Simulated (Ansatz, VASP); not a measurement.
**Cross-check of AlN between VASP and Ansatz**

One calculation is typed for both programs; each brings its own data sets. How far apart do they land? The cell is taken from a series of runs on this material, whose earlier steps may have relaxed, scaled, displaced or heated it; both programs get it as it stands.

Method: plane waves, with VASP 6.6.1 beside it; relaxation of cell and atoms at PBE and zone-centre phonons at PBE, in Ansatz 0.2.0.

## 1. Starting point

It takes space group F-43m (No. 216, cubic). The conventional cell has a = 4.403 Å, b = 4.403 Å, c = 4.403 Å, α = 90.00°, β = 90.00°, γ = 90.00°. Nearest to Al lie 4 N at 1.91 Å. Nearest to N lie 4 Al at 1.91 Å. Farther neighbours and most contacts between anions are not listed.

As a file:

```
Al N
1.0
     0.00000    2.20158    2.20158
     2.20158    0.00000    2.20158
     2.20158    2.20158    0.00000
Al N
1 1
Direct
  0.00000 0.00000 0.00000
  0.75000 0.75000 0.75000
```

## 2. Ansatz: relaxation of cell and atoms, PBE

Ansatz runs on its default PAW (the set named soft_2) files.

The relaxed volume is the usual yardstick between codes: in a stiff, nearly cubic crystal its relative difference is about their pressure difference at one cell divided by the bulk modulus.

Input file input.yaml:

```yaml
crystal:
  lattice:
    - [0.0, 2.2015834597, 2.2015834597]
    - [2.2015834597, 0.0, 2.2015834597]
    - [2.2015834597, 2.2015834597, 0.0]
  atoms:
    - { symbol: Al, position: [0.0, 0.0, 0.0] }
    - { symbol: "N", position: [0.75, 0.75, 0.75] }
kpoints:
  mp_grid: { grid: [8, 8, 8] }
hamiltonian:
  xc: pbe
scf:
  occupations: { method: fixed }
output:
  forces: true
  stress: true
  eigenvalues: true
relax:
  adjacent_minimum: "off"
  f_tol: 0.001
  max_steps: 60
  cell: { stress_tol: 0.01 }
```

Run with:

```bash
> ansatz run input.yaml --threads 4 --pin off --max-ram 7168MiB --backend cpu --events-out ev --progress --plain --runs-dir out
```

Numbers of over 12 decimals in the logs are rounded to 6 here.

Log:

```text
Engine: ansatz 0.2.0, aarch64-unknown-linux-gnu
Pseudopotentials: kind: paw
Pseudopotential: Al, paw, valence charge 3, recommended cutoff 420 eV (normal), Al.paw.azcp
Pseudopotential: N, paw, valence charge 5, recommended cutoff 420 eV (normal), N.paw.azcp
Functional definition: PBE
  parameter kappa = 0.804
  parameter beta = 0.066725
  exchange = pbe_x(kappa = kappa, mu = beta*pi^2/3)
  correlation = pbe_c(beta = beta)
Crystal: 2 atoms, lattice volume = 21.342 Å³
Basis set: ecut = 420 eV, 411 PW (Γ), exchange–correlation on 48×48×48 points (8 copies of the dense FFT grid, shifted against one another)
Bands: 8, of which v1, the nominal top of the filled ones, is band 4 counted from 1 (3 counted from 0)
Symmetry: 24 space group operations
Space group: F-43m (ITA 216), of the structure as read, at distance tolerance 2.8e-5 Å
k-points: 29 of 512 (time reversal used)
Non-local potential: Al, projectors of the file, l = 0: 2, l = 1: 2, l = 2: 1
Non-local potential: N, projectors of the file, l = 0: 2, l = 1: 2, l = 2: 1
PAW form: soft (Blöchl's): semilocal exchange-correlation on the pseudo side does not see the compensation charge
PAW one-centre angular grid: Al, 110 points (default); XC on 64 Gauss nodes
PAW one-centre angular grid: N, 110 points (default); XC on 64 Gauss nodes
Initial density: superposition of atomic densities (neutral atoms: chi_scale 0, normalization atom), corrected by the library's trained network
Initial wavefunctions: pseudopotential atomic-orbital guess
Functional: x = pbe(κ = 0.804, μ = 0.219515), c = pbe(β = 0.066725)
SCF iter   1: F=—  HF=-924.210746 eV  |F-HF|=—  |Δ(HF+E_count)|=         —  Δρ=6.98e-4  dr2=3.52e-5  ethr=1.77e-3  ⟨swp⟩=4.7  Hψ=1532  notcnv=0  defer=14
preconditioner: auto → none  [insulator: Δε(μ)=3.314 eV  Ē_g=15.172 eV  n_scr=0 (ndim 8)  ℏωp=22.7 eV  f_vac=0.000  ε∞_Penn≈3.2]
SCF iter   2: F=—  HF=-924.210893 eV  |F-HF|=—  |Δ(HF+E_count)|=   1.47e-4  Δρ=3.34e-4  dr2=7.90e-6  ethr=4.40e-7  ⟨swp⟩=2.0  Hψ=639  notcnv=0  defer=56
SCF iter   3: F=—  HF=-924.210928 eV  |F-HF|=—  |Δ(HF+E_count)|=   3.57e-5  Δρ=1.61e-4  dr2=3.99e-6  ethr=9.87e-8  ⟨swp⟩=2.0  Hψ=348  notcnv=0  defer=56
iter 4 did not close the SCF: its close was put off for the readings that it lacked (scf_convergence_deferred on its scf_iter line)
SCF iter   4: F=-924.210929 eV  HF=-924.210929 eV  |F-HF|=8.44e-8  |Δ(HF+E_count)|=   3.24e-7  Δρ=1.70e-5  dr2=1.90e-8  ethr=4.99e-8  ⟨swp⟩=2.6  Hψ=334  notcnv=0  defer=56
iter 5 did not close the SCF: its close was put off for the readings that it lacked (scf_convergence_deferred on its scf_iter line)
SCF iter   5: F=-924.210929 eV  HF=-924.210929 eV  |F-HF|=1.70e-9  |Δ(HF+E_count)|=   8.67e-8  Δρ=3.29e-6  dr2=9.03e-10  ethr=2.38e-10  ⟨swp⟩=2.2  Hψ=335  notcnv=0  defer=56
SCF iter   6: F=-924.210929 eV  HF=-924.210929 eV  |F-HF|=1.39e-11  |Δ(HF+E_count)|=   1.94e-9  Δρ=2.91e-7  dr2=6.87e-12  ethr=1.13e-11  ⟨swp⟩=3.8  Hψ=1220  notcnv=0
SCF 1 converged in 6 iterations: F = -924.210929 eV  dr2 = 6.87e-12
  greatest PAW one-centre occupation: 0.787 electrons in one spin orbital (limit 2), on the N atom at site 1 (counted from 0), in its partial waves of l = 0
relax step   1: F+E_penalty+E_count = -924.21092886 eV  Δ(F+E_penalty+E_count) = +0.000e0 eV  max|allowed force component| = 2.359e-16 eV/Å  Δτ_max = 0.0000 Å  P = +0.007 GPa  Ω = 21.342 Å³  (6 SCF iters, dr2 threshold 1.00e-7 eV, accepted)
Initial density: handed on by an earlier stage of this run
Initial wavefunctions: pseudopotential atomic-orbital guess (no wavefunctions were taken with the density)
iter 1 solved again at ethr=4.52e-8 eV; its pass at ethr=3.10e-3 eV (dr2=3.61e-6 eV) is discarded
SCF iter   1: F=—  HF=-924.210875 eV  |F-HF|=—  |Δ(HF+E_count)|=         —  Δρ=3.05e-6  dr2=6.77e-10  ethr=4.52e-8  ⟨swp⟩=3.1  Hψ=2160  notcnv=0  defer=26
preconditioner: auto → none  [insulator: Δε(μ)=3.312 eV  Ē_g=15.171 eV  n_scr=0 (ndim 8)  ℏωp=22.7 eV  f_vac=0.000  ε∞_Penn≈3.2]
SCF iter   2: F=—  HF=-924.210929 eV  |F-HF|=—  |Δ(HF+E_count)|=   5.37e-5  Δρ=1.48e-6  dr2=1.56e-10  ethr=8.46e-12  ⟨swp⟩=3.4  Hψ=434  notcnv=0  defer=10
SCF iter   3: F=—  HF=-924.210929 eV  |F-HF|=—  |Δ(HF+E_count)|=  4.89e-11  Δρ=9.43e-7  dr2=6.04e-11  ethr=1.95e-12  ⟨swp⟩=1.0  Hψ=232  notcnv=0  defer=10
SCF iter   4: F=—  HF=-924.210929 eV  |F-HF|=—  |Δ(HF+E_count)|=  2.40e-11  Δρ=6.56e-7  dr2=2.88e-11  ethr=7.55e-13 (applied; sched 1.00e-12)  ⟨swp⟩=1.0  Hψ=232  notcnv=0  defer=10
SCF iter   5: F=-924.210929 eV  HF=-924.210929 eV  |F-HF|=2.27e-13  |Δ(HF+E_count)|=  2.25e-11  Δρ=3.31e-8  dr2=9.09e-14  ethr=1.00e-12  ⟨swp⟩=4.2  Hψ=1302  notcnv=0
SCF 2 converged in 5 iterations: F = -924.210929 eV  dr2 = 9.09e-14
relax step   2: F+E_penalty+E_count = -924.21092886 eV  Δ(F+E_penalty+E_count) = -1.251e-12 eV  max|allowed force component| = 2.082e-16 eV/Å  Δτ_max = 0.0000 Å  P = +0.007 GPa  Ω = 21.342 Å³  stress off target by 6.80e-3 GPa  SCF on the basis re-selected at this cell (its energy is not comparable with the rows above)  (5 SCF iters)
basis re-selected at this cell: Δ(F+E_penalty+E_count) = -1.251e-12 eV, ΔP = +0.000 GPa vs the last step (what re-selecting the basis moved, of the pressure what is left beyond the Pulay correction that the steps carried, after the strain that the cell walked since its last selection, with what the two solves' SCF thresholds leave and, on support functions, any second-order correction that the steps lacked; it is no  [...]
SCF converged after 5 iterations
Free energy (F): -924.210929 eV
Harris-Foulkes:  -924.210929 eV  (|F-HF|=2.27e-13)
Internal energy: -924.210929 eV  (E = F + TS)
E sigma→0 (E₀):  -924.210929 eV
Fermi energy:    6.721908 eV
--- Per-component energies (eV) ---
  E_band       = 13.740578
  E_kinetic    = 158.450151
  E_local      = -224.999755  (includes V_loc(G=0)·N_el)
  E_nonlocal   = 55.301911
  E_hartree    = 77.848238
  E_xc         = -101.543814
  E_vxc        = -107.579923  (∫ρ·V_xc dr)
  E_paw        = -595.033964  (= ΣΔE_a)
  E_vpaw       = -23.128379  (= ΣTr[D̂ρ^β])
  E_aug_tail   = 0.000097  (compensation charges beyond the density's cutoff)
  E_ewald      = -294.233794
  E_smearing   = -0.000000  (= −TS)
  E_closure    = -0.000000  (closes the sum)
  Σ components = -924.210929   (vs F -924.210929, Δ=0.00e0)
--- Forces (eV/Å), atoms counted from 1 ---
  atom   1  Al    -0.00000000     0.00000000    -0.00000000
  atom   2  N      0.00000000    -0.00000000    -0.00000000
  max |Σ_I F_I| component: 1.76e-16 eV/Å
--- Stress (GPa, compression-positive) ---
        0.006802       0.000000      -0.000000
        0.000000       0.006802       0.000000
       -0.000000       0.000000       0.006802
  P = ⅓ Tr σ = 0.0068 GPa (0.068 kbar)
--- Band table (eV; the first three rows and the last of 29) ---
  k-point 0: bands = ["-8.1087", "6.7219", "6.7219", "6.7219", "10.6975", "19.0666", "19.0666", "19.0666"]
  k-point 1: bands = ["-7.8884", "5.5460", "6.6441", "6.6441", "11.6491", "18.4933", "19.2340", "19.2340"]
  k-point 2: bands = ["-7.2852", "3.5020", "6.4693", "6.4693", "12.9704", "17.4861", "18.8567", "18.8567"]
  k-point 28: bands = ["-5.4709", "2.9763", "3.3728", "4.0889", "12.7095", "18.0015", "18.4687", "18.5606"]
--- Relaxed structure (1 steps of the walk, 1 accepted, 1 SCFs on fresh bases) ---
  F+E_penalty+E_count = -924.21092886 eV   max|allowed force component| = 2.082e-16 eV/Å   (the final SCF, on the basis selected at the relaxed cell)
  cell:  # Å, volume = 21.3420 Å³
    - [0.0, 2.2015834597, 2.2015834597]
    - [2.2015834597, 0.0, 2.2015834597]
    - [2.2015834597, 2.2015834597, 0.0]
  atoms:
    - { symbol: Al, position: [0.0, 0.0, 0.0] }
    - { symbol: N, position: [0.750000, 0.750000, 0.750000] }
```

The column dr2 measures how far the density is from self-consistency, as an energy; F and HF (Harris–Foulkes) agree once it is small.

## 3. VASP: relaxation of cell and atoms, PBE

The same cell, functional and mesh now go to VASP, with its own data sets.

Lines of VASP's logs that name or quote its potential files are left out, and so is its time.

Input file INCAR:

```
SYSTEM = AlN
PREC = Accurate
ENCUT = 600
EDIFF = 1E-07
NELM = 120
ISMEAR = 0
SIGMA = 0.01
LREAL = .FALSE.
ALGO = Normal
GGA = PE
NBANDS = 10
LORBIT = 11
LWAVE = .FALSE.
LCHARG = .FALSE.
ISIF = 3
IBRION = 2
NSW = 80
EDIFFG = -0.005
LASPH = .TRUE.
GGA_COMPAT = .FALSE.
NELMIN = 4
EFERMI = MIDGAP
```

Input file POSCAR:

```
AlN
1.0
    0.0000000000      2.2015830000      2.2015830000
    2.2015830000      0.0000000000      2.2015830000
    2.2015830000      2.2015830000      0.0000000000
Al N
1 1
Direct
    0.0000000000      0.0000000000      0.0000000000
    0.7500001136      0.7500001136      0.7500001136
```

Input file KPOINTS:

```
Automatic mesh
0
Gamma
8 8 8
0 0 0
```

Potentials, in the order of the species: Al and N (PBE family, release 64).

Run with:

```bash
> mpirun -np 1 vasp_std
```

Log:

```text
[banner, memory and clock lines left out]
running    1 mpi-ranks, on    1 nodes
 distrk:  each k-point on    1 cores,    1 groups
 distr:  one band on    1 cores,    1 groups

 POSCAR found type information on POSCAR AlN
 POSCAR found :  2 types and       2 ions
 LDA part: xc-table for (Slater+PW92), standard interpolation
 POSCAR, INCAR and KPOINTS ok, starting setup
 FFT: planning ... GRIDC
 FFT: planning ... GRID_SOFT
 FFT: planning ... GRID
 WAVECAR not read
 entering main loop
       N       E                     dE             d eps       ncg     rms          rms(c)
DAV:   1     0.162418204461E+02    0.16242E+02   -0.42258E+03   580   0.757E+02
DAV:   2    -0.160183568299E+02   -0.32260E+02   -0.31221E+02   710   0.160E+02
DAV:   3    -0.171787007700E+02   -0.11603E+01   -0.11587E+01   704   0.314E+01
DAV:   4    -0.171848118314E+02   -0.61111E-02   -0.61107E-02   660   0.235E+00
DAV:   5    -0.171848895596E+02   -0.77728E-04   -0.77727E-04   654   0.258E-01    0.850E+00
DAV:   6    -0.148595633427E+02    0.23253E+01   -0.12465E+01   702   0.198E+01    0.283E+00
DAV:   7    -0.148551204155E+02    0.44429E-02   -0.13589E-01   632   0.316E+00    0.198E+00
DAV:   8    -0.148497289848E+02    0.53914E-02   -0.25239E-02   602   0.180E+00    0.522E-01
DAV:   9    -0.148487391679E+02    0.98982E-03   -0.25437E-03   674   0.352E-01    0.224E-01
DAV:  10    -0.148488017216E+02   -0.62554E-04   -0.48452E-04   634   0.152E-01    0.230E-02
DAV:  11    -0.148488049741E+02   -0.32525E-05   -0.20829E-05   648   0.317E-02    0.138E-02
DAV:  12    -0.148488050465E+02   -0.72399E-07   -0.82045E-07   646   0.796E-03
   1 F= -.14848805E+02 E0= -.14848805E+02  d E =-.148488E+02
 curvature:   0.00 expect dE= 0.000E+00 dE for cont linesearch  0.000E+00
 trial: gam= 0.00000 g(F)=  0.215E-39 g(S)=  0.206E-03 ort = 0.000E+00 (trialstep = 0.100E+01)
 search vector abs. value=  0.206E-03
 bond charge predicted
       N       E                     dE             d eps       ncg     rms          rms(c)
DAV:   1    -0.148491564996E+02   -0.35153E-03   -0.82663E-03   600   0.692E-01    0.127E-01
DAV:   2    -0.148488211210E+02    0.33538E-03   -0.18022E-03   608   0.256E-01    0.298E-02
DAV:   3    -0.148488189140E+02    0.22069E-05   -0.34824E-05   608   0.527E-02    0.101E-02
DAV:   4    -0.148488171179E+02    0.17961E-05   -0.13044E-06   628   0.875E-03    0.473E-03
DAV:   5    -0.148488170371E+02    0.80842E-07   -0.32794E-07   604   0.422E-03
   2 F= -.14848817E+02 E0= -.14848817E+02  d E =-.119906E-04
 trial-energy change:   -0.000012  1 .order   -0.000012   -0.000206    0.000183
 step:   0.5314(harm=  0.5296)  dis= 0.00000  next Energy=   -14.848860 (dE=-0.549E-04)
 bond charge predicted
       N       E                     dE             d eps       ncg     rms          rms(c)
DAV:   1    -0.148489365616E+02   -0.11944E-03   -0.18285E-03   596   0.325E-01    0.603E-02
DAV:   2    -0.148488609771E+02    0.75585E-04   -0.40289E-04   610   0.121E-01    0.145E-02
DAV:   3    -0.148488602300E+02    0.74705E-06   -0.76622E-06   596   0.248E-02    0.483E-03
DAV:   4    -0.148488596007E+02    0.62933E-06   -0.29363E-07   608   0.415E-03    0.214E-03
DAV:   5    -0.148488594020E+02    0.19870E-06   -0.68129E-08   302   0.196E-03    0.934E-04
DAV:   6    -0.148488593813E+02    0.20694E-07   -0.41675E-09   302   0.596E-04
   3 F= -.14848859E+02 E0= -.14848859E+02  d E =-.543348E-04
 curvature:  -0.26 expect dE=-0.381E-08 dE for cont linesearch -0.381E-08
 trial: gam= 0.00000 g(F)=  0.173E-41 g(S)=  0.144E-07 ort =-0.172E-05 (trialstep = 0.906E+00)
 search vector abs. value=  0.145E-07
 reached required accuracy - stopping structural energy minimisation
```

OUTCAR, selected parts (step 3):

```text
ion  position               nearest neighbor table
   1  0.000  0.000  0.000-   2 1.91   2 1.91   2 1.91   2 1.91
   2  0.750  0.750  0.750-   1 1.91   1 1.91   1 1.91   1 1.91

  LATTYP: Found a face centered cubic cell.
 ALAT       =     4.4031660000

 Subroutine GETGRP returns: Found 24 space group operations
 (whereof 24 operations were pure point group operations)

The static configuration has the point symmetry T_d .

 Found     29 irreducible k-points:

   k-points           NKPTS =     29   k-points in BZ     NKDIM =     29   number of bands    NBANDS=     10

   dimension x,y,z NGX =    28 NGY =   28 NGZ =   28
   dimension x,y,z NGXF=    56 NGYF=   56 NGZF=   56

   ENCUT  =  600.0 eV  44.10 Ry    6.64 a.u.   6.22  6.22  6.22*2*pi/ulx,y,z

   NELECT =       8.0000    total number of electrons

 k-points in reciprocal lattice and weights: Automatic mesh
   0.00000000  0.00000000  0.00000000       0.002
   0.12500000  0.00000000  0.00000000       0.016
   0.25000000  0.00000000  0.00000000       0.016
   0.37500000  0.00000000  0.00000000       0.016
   0.50000000  0.00000000  0.00000000       0.008
   0.12500000  0.12500000  0.00000000       0.012
   0.25000000  0.12500000  0.00000000       0.047
   0.37500000  0.12500000  0.00000000       0.047
   0.50000000  0.12500000  0.00000000       0.047
[...]
-0.37500000  0.50000000  0.12500000       0.023
  -0.25000000  0.50000000  0.25000000       0.012

 average (electrostatic) potential at core
       1 -71.9205       2 -60.1746

 E-fermi :   7.4171

 k-point     1 :       0.0000    0.0000    0.0000
  band No.  band energies     occupation
      1      -9.0910      2.00000
      2       5.7640      2.00000
      3       5.7640      2.00000
      4       5.7640      2.00000
      5       9.7665      0.00000
      6      18.1078      0.00000
      7      18.1078      0.00000
      8      18.1078      0.00000
      9      23.2768      0.00000
    ...

 k-point     2 :       0.1250    0.0000    0.0000
  band No.  band energies     occupation
      1      -8.8697      2.00000
      2       4.5873      2.00000
      3       5.6857      2.00000
      4       5.6858      2.00000
      5      10.7152      0.00000
      6      17.5369      0.00000
      7      18.2782      0.00000
      8      18.2782      0.00000
      9      21.7585      0.00000
    ...

 k-point     3 :       0.2500    0.0000    0.0000
  band No.  band energies     occupation
      1      -8.2638      2.00000
      2       2.5368      2.00000
      3       5.5096      2.00000
      4       5.5096      2.00000
      5      12.0327      0.00000
      6      16.5356      0.00000
      7      17.9103      0.00000
      8      17.9103      0.00000
      9      21.8516      0.00000
    ...

  Total        0.0004459      0.0004459      0.0004459      0.0000000      0.0000000     -0.0000000
  in kB        0.0335430      0.0335430      0.0335430      0.0000000      0.0000000     -0.0000000
  external PRESSURE =       0.0335430 kB  Pullay stress =       0.0000000 kB

  energy-cutoff  :      600.00
  volume of cell :       21.30
      direct lattice vectors                 reciprocal lattice vectors
     0.000000000  2.200076520  2.200076520    -0.227264823  0.227264823  0.227264823
     2.200076520  0.000000000  2.200076520     0.227264823 -0.227264823  0.227264823
     2.200076520  2.200076520  0.000000000     0.227264823  0.227264823 -0.227264823

 POSITION                                       TOTAL-FORCE (eV/Angst)
 -----------------------------------------------------------------------------------
      0.00000      0.00000      0.00000        -0.000000      0.000000     -0.000000
      3.30012      3.30012      3.30012         0.000000     -0.000000      0.000000
 -----------------------------------------------------------------------------------
    total drift:                               -0.000362     -0.000362     -0.000362

  FREE ENERGIE OF THE ION-ELECTRON SYSTEM (eV)
  ---------------------------------------------------
  free  energy   TOTEN  =       -14.8488593813 eV

  energy  without entropy=      -14.8488593813  energy(sigma->0) =      -14.84885938

 reached required accuracy - stopping structural energy minimisation

 total charge
# of ion       s       p       d       tot
------------------------------------------
    1        0.367   0.435   0.000   0.802
    2        1.219   2.613   0.000   3.832
--------------------------------------------------
tot          1.587   3.048   0.000   4.634

[... 3 further parts left out ...]
```

The run keeps the 24 symmetry operations of its start, so it cannot find a distortion of lower symmetry.

## 4. Side by side

Known differences besides the potentials themselves: fixed occupations in Ansatz, narrow Gaussian smearing in VASP; the cutoff is 420 eV in Ansatz and 600 eV in VASP; Ansatz adds a Pulay correction to the stress that steers its cell, VASP none. Total energies have different zeros and are not compared.

Compared:

| quantity | Ansatz | VASP | difference |
| --- | --- | --- | --- |
| volume (Å³) | 21.34 | 21.30 | +0.21 % |
| edge a after relaxation, in the typed setting (Å) | 3.114 | 3.111 | +0.07 % |

(Part 1 of 2 ends here.)

[Lines on the potential files, build, host, timing and source positions are cut from VASP's logs without a mark.]

[Logs are printed without paths, hosts, clocks, repeated set-up lines and the standing remarks that a program may print on its own settings, such as how far it seeks lower states.]

[Hosts, paths, dates, database ids (printed as entryN), source tags and the programs' standing remarks are cut or masked in the printed files.]
